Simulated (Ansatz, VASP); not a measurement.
# NiO: VASP beside Ansatz, part 2 of 3

Wanted: the spread between two codes on one cell, functional and k mesh. The cell is taken from a series of runs on this material, whose earlier steps may have relaxed, scaled, displaced or heated it; both programs get it as it stands.

VASP 6.6.1 and Ansatz 0.2.0.

So far. Step 2 (Ansatz: single point, PBEsol, DFT+U, pair 1): The run ends at a pressure of 4.47 GPa.

### 3. VASP: single point, PBEsol, DFT+U, pair 1

Level of this step: PBEsol, DFT+U (Ni d 6.2 eV), spin-polarised from an antiferromagnetic start; plane waves and PAW (Ni, O) (VASP).

The same cell, functional, mesh and smearing now go to VASP, with its own data sets.

Lines of VASP's logs that name or quote its potential files are left out, and so is its time.

Contents of INCAR:

```
SYSTEM = NiO
PREC = Accurate
ENCUT = 600
EDIFF = 1E-06
NELM = 200
ISMEAR = 0
SIGMA = 0.05
LREAL = .FALSE.
ALGO = Normal
GGA = PS
NBANDS = 24
ISPIN = 2
MAGMOM = 1.72 -1.72 -0.07 0.07
LDAU = .TRUE.
LDAUTYPE = 2
LDAUL = 2 -1
LDAUU = 6.2 0
LDAUJ = 0 0
LDAUPRINT = 1
LASPH = .TRUE.
LMAXMIX = 4
LORBIT = 11
LWAVE = .FALSE.
LCHARG = .FALSE.
ISIF = 2
GGA_COMPAT = .FALSE.
```

Contents of POSCAR:

```
NiO
1.0
    2.0859016414      2.0859016414      4.1718032828
    4.1718032828      0.0000000000      4.1718032828
    2.0859016414      2.0859016414      0.0000000000
Ni O
2 2
Direct
    0.0000000000      0.0000000000      0.0000000000
    0.0000000000      0.5000000000      0.0000000000
    0.5000000000      0.0000000000      0.5000000000
    0.5000000000      0.5000000000      0.5000000000
```

Contents of KPOINTS:

```
Automatic mesh
0
Gamma
8 8 8
0 0 0
```

Potentials, in the order of the species: Ni and O (PBE family, release 64).

The run is started by

```bash
mpirun -np 1 vasp_std
```

Numbers of over 12 decimals in the logs are rounded to 6 here.

The log of the run:

```text
[banner, memory and clock lines left out]
running    1 mpi-ranks, on    1 nodes
 distrk:  each k-point on    1 cores,    1 groups
 distr:  one band on    1 cores,    1 groups

 POSCAR found type information on POSCAR NiO
 POSCAR found :  2 types and       4 ions
|                                                                             |
|               ----> ADVICE to this user running VASP <----                  |
|                                                                             |
|     You enforced a specific xc type in the INCAR file but a different       |
|     [... a line on the potential file left out ...]
|     I HOPE YOU KNOW WHAT YOU ARE DOING!                                     |
|                                                                             |

 LDA part: xc-table for (Slater+PW92), standard interpolation
 POSCAR, INCAR and KPOINTS ok, starting setup
 FFT: planning ... GRIDC
 FFT: planning ... GRID_SOFT
 FFT: planning ... GRID
 WAVECAR not read
 entering main loop
       N       E                     dE             d eps       ncg     rms          rms(c)
DAV:   1     0.263454003027E+03    0.26345E+03   -0.16883E+04  7368   0.198E+03
DAV:   2     0.536145794183E+01   -0.25809E+03   -0.23427E+03  7848   0.384E+02
DAV:   3    -0.204131397706E+02   -0.25775E+02   -0.24900E+02  8256   0.139E+02
DAV:   4    -0.208673889302E+02   -0.45425E+00   -0.45378E+00  8000   0.187E+01
DAV:   5    -0.208767048285E+02   -0.93159E-02   -0.93155E-02  8816   0.256E+00    0.230E+01
DAV:   6    -0.205106433995E+02    0.36606E+00   -0.22628E+01  9776   0.109E+02    0.262E+01
DAV:   7    -0.214284762974E+02   -0.91783E+00   -0.42186E+00  8592   0.386E+01    0.135E+01
DAV:   8    -0.217385447410E+02   -0.31007E+00   -0.71457E-01  9744   0.120E+01    0.902E+00
DAV:   9    -0.219336492596E+02   -0.19510E+00   -0.14059E-01  9104   0.114E+01    0.110E+00
DAV:  10    -0.219422638546E+02   -0.86146E-02   -0.64479E-02 10624   0.396E+00    0.522E-01
DAV:  11    -0.219438263703E+02   -0.15625E-02   -0.14614E-02  7448   0.114E+00    0.235E-01
DAV:  12    -0.219443778296E+02   -0.55146E-03   -0.24879E-04  9192   0.375E-01    0.120E-01
DAV:  13    -0.219446231866E+02   -0.24536E-03   -0.21459E-04  9112   0.395E-01    0.416E-02
DAV:  14    -0.219446419916E+02   -0.18805E-04   -0.11044E-04  8456   0.118E-01    0.102E-02
DAV:  15    -0.219446422396E+02   -0.24799E-06   -0.49459E-06  7816   0.214E-02
   1 F= -.21944642E+02 E0= -.21944642E+02  d E =-.116620E-16  mag=     0.0000
```

OUTCAR, selected parts (step 3):

```text
ion  position               nearest neighbor table
   1  0.000  0.000  0.000-   3 2.09   4 2.09   4 2.09   3 2.09   4 2.09   4 2.09   2 2.95   2 2.95
                             2 2.95   2 2.95   2 2.95   2 2.95   2 2.95   2 2.95
   2  0.000  0.500  0.000-   4 2.09   3 2.09   3 2.09   3 2.09   4 2.09   3 2.09   1 2.95   1 2.95
                             1 2.95   1 2.95   1 2.95   1 2.95   1 2.95   1 2.95
   3  0.500  0.000  0.500-   1 2.09   2 2.09   2 2.09   1 2.09   2 2.09   2 2.09
   4  0.500  0.500  0.500-   2 2.09   1 2.09   1 2.09   1 2.09   2 2.09   1 2.09

  LATTYP: Found a simple tetragonal cell.
 ALAT       =     2.9499103910
 C/A-ratio  =     1.4142135624

 Subroutine GETGRP returns: Found 16 space group operations
 (whereof 16 operations were pure point group operations)

The static configuration has the point symmetry D_4h.

 Found     75 irreducible k-points:

   k-points           NKPTS =     75   k-points in BZ     NKDIM =     75   number of bands    NBANDS=     24

   dimension x,y,z NGX =    42 NGY =   48 NGZ =   24
   dimension x,y,z NGXF=    84 NGYF=   96 NGZF=   48

   ENCUT  =  600.0 eV  44.10 Ry    6.64 a.u.  10.20 11.78  5.89*2*pi/ulx,y,z

   NELECT =      32.0000    total number of electrons

 k-points in reciprocal lattice and weights: Automatic mesh
   0.00000000  0.00000000  0.00000000       0.002
   0.12500000  0.00000000  0.00000000       0.016
   0.25000000  0.00000000  0.00000000       0.016
   0.37500000  0.00000000  0.00000000       0.016
   0.50000000  0.00000000  0.00000000       0.004
   0.00000000  0.12500000  0.00000000       0.008
   0.12500000  0.12500000  0.00000000       0.004
   0.25000000  0.12500000  0.00000000       0.016
   0.37500000  0.12500000  0.00000000       0.016
[...]
-0.0000 -0.0000  0.0000  0.0000  0.1441

spin component  2

  0.9838  0.0000 -0.0000  0.0000  0.0000
  0.0000  0.9839  0.0000  0.0000  0.0000
 -0.0000  0.0000  1.0398 -0.0000  0.0000
  0.0000  0.0000 -0.0000  0.9839  0.0000
  0.0000  0.0000  0.0000  0.0000  1.0397

 occupancies and eigenvectors

  o =  0.1425  v =  0.0000 -0.0000  1.0000 -0.0000 -0.0000  0.0000  0.0000  0.0000  0.0000  0.0000      0.0000  0.0000  0.0000  0.0000  0.0000  0.0000  0.0000  0.0000  0.0000  0.0000
  o =  0.1441  v =  0.0000  0.0000 -0.0000 -0.0000 -1.0000  0.0000  0.0000  0.0000  0.0000  0.0000      0.0000  0.0000  0.0000  0.0000  0.0000  0.0000  0.0000  0.0000  0.0000  0.0000
  o =  0.9818  v =  1.0000  0.0000  0.0000  0.0000  0.0000  0.0000  0.0000  0.0000  0.0000  0.0000      0.0000  0.0000  0.0000  0.0000  0.0000  0.0000  0.0000  0.0000  0.0000  0.0000
  o =  0.9818  v =  0.0000  0.9998  0.0000 -0.0224  0.0000  0.0000  0.0000  0.0000  0.0000  0.0000      0.0000  0.0000  0.0000  0.0000  0.0000  0.0000  0.0000  0.0000  0.0000  0.0000
  o =  0.9818  v =  0.0000  0.0224 -0.0000  0.9998  0.0000  0.0000  0.0000  0.0000  0.0000  0.0000      0.0000  0.0000  0.0000  0.0000  0.0000  0.0000  0.0000  0.0000  0.0000  0.0000
  o =  0.9838  v =  0.0000  0.0000  0.0000  0.0000  0.0000  1.0000  0.0000  0.0000  0.0000  0.0000      0.0000  0.0000  0.0000  0.0000  0.0000  0.0000  0.0000  0.0000  0.0000  0.0000
  o =  0.9839  v =  0.0000  0.0000  0.0000  0.0000  0.0000  0.0000 -0.2265 -0.0000  0.9740 -0.0000      0.0000  0.0000  0.0000  0.0000  0.0000  0.0000  0.0000  0.0000  0.0000  0.0000
  o =  0.9839  v =  0.0000  0.0000  0.0000  0.0000  0.0000  0.0000  0.9740  0.0000  0.2265  0.0000      0.0000  0.0000  0.0000  0.0000  0.0000  0.0000  0.0000  0.0000  0.0000  0.0000
  o =  1.0397  v =  0.0000  0.0000  0.0000  0.0000  0.0000  0.0000  0.0000 -0.0000 -0.0000 -1.0000      0.0000  0.0000  0.0000  0.0000  0.0000  0.0000  0.0000  0.0000  0.0000  0.0000
  o =  1.0398  v =  0.0000  0.0000  0.0000  0.0000  0.0000  0.0000  0.0000 -1.0000 -0.0000  0.0000      0.0000  0.0000  0.0000  0.0000  0.0000  0.0000  0.0000  0.0000  0.0000  0.0000

 average (electrostatic) potential at core
       1 -84.2378       2 -84.2378       3 -67.5003       4 -67.5003

 E-fermi :   7.0913

 spin component 1
 k-point     1 :       0.0000    0.0000    0.0000
  band No.  band energies     occupation
    ...
     12       3.9997      1.00000
     13       3.9997      1.00000
     14       5.4202      1.00000
     15       5.4298      1.00000
     16       5.4298      1.00000
     17       9.2164      0.00000
     18       9.4736      0.00000
     19       9.5438      0.00000
     20      13.9970      0.00000
     21      18.2014      0.00000
    ...

 k-point     2 :       0.1250    0.0000    0.0000
  band No.  band energies     occupation
    ...
     12       4.0982      1.00000
     13       4.3238      1.00000
     14       4.6729      1.00000
     15       5.4566      1.00000
     16       5.4779      1.00000
     17       9.5501      0.00000
     18       9.7233      0.00000
     19      10.6090      0.00000
     20      14.5990      0.00000
     21      18.1340      0.00000
    ...

 k-point     3 :       0.2500    0.0000    0.0000
  band No.  band energies     occupation
    ...
     12       4.1685      1.00000
     13       4.3173      1.00000
     14       4.4735      1.00000
     15       5.7804      1.00000
     16       5.9118      1.00000
     17      10.3098      0.00000
     18      10.3154      0.00000
     19      12.3060      0.00000
     20      15.4087      0.00000
     21      17.4878      0.00000
    ...

 k-point     4 :       0.3750    0.0000    0.0000
  band No.  band energies     occupation
    ...
     12       4.2519      1.00000
     13       4.3967      1.00000
     14       4.5587      1.00000
     15       6.4207      1.00000
     16       6.5452      1.00000
     17      10.9847      0.00000
     18      11.0659      0.00000
     19      13.2657      0.00000
     20      14.3096      0.00000
     21      17.7644      0.00000
    ...

 k-point     5 :       0.5000    0.0000    0.0000
  band No.  band energies     occupation
    ...
     12       4.3099      1.00000
     13       4.3623      1.00000
     14       4.6447      1.00000
     15       6.8142      1.00000
     16       6.8155      1.00000
     17      11.3878      0.00000
     18      11.3936      0.00000
     19      13.3535      0.00000
     20      13.4240      0.00000
     21      17.8751      0.00000
    ...

 k-point     6 :       0.0000    0.1250    0.0000
  band No.  band energies     occupation
    ...
     12       3.8931      1.00000
     13       4.1595      1.00000
     14       4.8641      1.00000
     15       5.4307      1.00000
     16       5.4445      1.00000
     17       9.5303      0.00000
     18       9.5513      0.00000
     19      10.3491      0.00000
     20      14.4959      0.00000
     21      18.1064      0.00000
    ...

  Total       -1.5719038     -1.5719038     -1.5857876      0.0000000      0.0000000     -0.0000000
  in kB      -69.3737340    -69.3737340    -69.9864785      0.0000000      0.0000000     -0.0000000
  external PRESSURE =     -69.5779822 kB  Pullay stress =       0.0000000 kB

  energy-cutoff  :      600.00
  volume of cell :       36.30
      direct lattice vectors                 reciprocal lattice vectors
     2.085901641  2.085901641  4.171803283    -0.239704495  0.239704495  0.239704495
     4.171803283  0.000000000  4.171803283     0.239704495 -0.239704495  0.000000000
     2.085901641  2.085901641  0.000000000     0.239704495  0.239704495 -0.239704495

 POSITION                                       TOTAL-FORCE (eV/Angst)
 -----------------------------------------------------------------------------------
      0.00000      0.00000      0.00000        -0.000000      0.000000      0.000000
      2.08590      0.00000      2.08590         0.000000      0.000000      0.000000
      2.08590      2.08590      2.08590        -0.000000      0.000000     -0.000000
      4.17180      2.08590      4.17180         0.000000     -0.000000     -0.000000
 -----------------------------------------------------------------------------------
    total drift:                               -0.000000      0.000000      0.000000

  FREE ENERGIE OF THE ION-ELECTRON SYSTEM (eV)
  ---------------------------------------------------
  free  energy   TOTEN  =       -21.9446422396 eV

  energy  without entropy=      -21.9446422396  energy(sigma->0) =      -21.94464224

 total charge
# of ion       s       p       d       tot
------------------------------------------
    1        0.350   0.435   8.234   9.020
    2        0.350   0.435   8.234   9.020
    3        1.538   3.463   0.000   5.001
    4        1.538   3.463   0.000   5.001
--------------------------------------------------
tot          3.776   7.798  16.469  28.042

 magnetization (x)
# of ion       s       p       d       tot
------------------------------------------
    1        0.015   0.017   1.796   1.828
    2       -0.015  -0.017  -1.796  -1.828
    3       -0.006  -0.055   0.000  -0.062
    4        0.006   0.055   0.000   0.062
--------------------------------------------------
tot          0.000   0.000   0.000   0.000

[... 1 further part left out ...]
```

The magnetic state follows from one typed start and may not be the lowest.

### 4. Differences

Known differences besides the potentials themselves: VASP starts from the moments at which Ansatz ended; U acts on the PAW sphere in VASP and on atomic orbitals in Ansatz, so only states and trends compare; the data sets hold 48 valence electrons in Ansatz (on its default PAW (the set named soft_2) files) and 32 in VASP; the cutoff is 420 eV in Ansatz and 600 eV in VASP; Ansatz makes its cores anew for this functional, VASP keeps those of its PBE data sets; site moments are counted in spheres of each program's own size. Total energies have different zeros and are not compared.

The two programs side by side:

| quantity | Ansatz | VASP | difference |
| --- | --- | --- | --- |
| pressure (GPa) | 4.47 | -6.96 | +11.42 |
| gap on the k mesh (eV) | 2.071 | 2.397 | -0.326 |
| moment on Ni1 (μB) | 1.72 | 1.83 | -0.11 |
| moment on Ni2 (μB) | -1.72 | -1.83 | +0.11 |
| moment on O3 (μB) | -0.07 | -0.06 | -0.01 |
| moment on O4 (μB) | 0.07 | 0.06 | +0.01 |

A gap on the mesh is an upper bound, since the band edges may lie between its points.

### 5. What the set-up changes

Further runs change the set-up of one program: Ansatz's method, potentials or start, or VASP's data sets, cutoff or form of LDA. The table gives Ansatz less VASP for each quantity, since a change that brings one quantity closer may part another. Site moments also change with the sphere that a data set brings.

| run | pressure (GPa) | gap on the k mesh (eV) | moment on Ni1 (μB) | moment on Ni2 (μB) | moment on O3 (μB) | moment on O4 (μB) |
| --- | --- | --- | --- | --- | --- | --- |
| as above | 11 | -0.33 | -0.11 | 0.11 | -0.012 | 0.012 |
| VASP with the data sets Ni_sv_GW and O | 4.4 | -0.23 | -0.071 | 0.071 | -0.012 | 0.012 |

(Continued in part 3 of 3.)

[Lines on the potential files, build, host, timing and source positions are cut from VASP's logs without a mark.]

[Logs are printed without paths, hosts, clocks, repeated set-up lines and the standing remarks that a program may print on its own settings, such as how far it seeks lower states.]

[Hosts, paths, dates, database ids (printed as entryN), source tags and the programs' standing remarks are cut or masked in the printed files.]
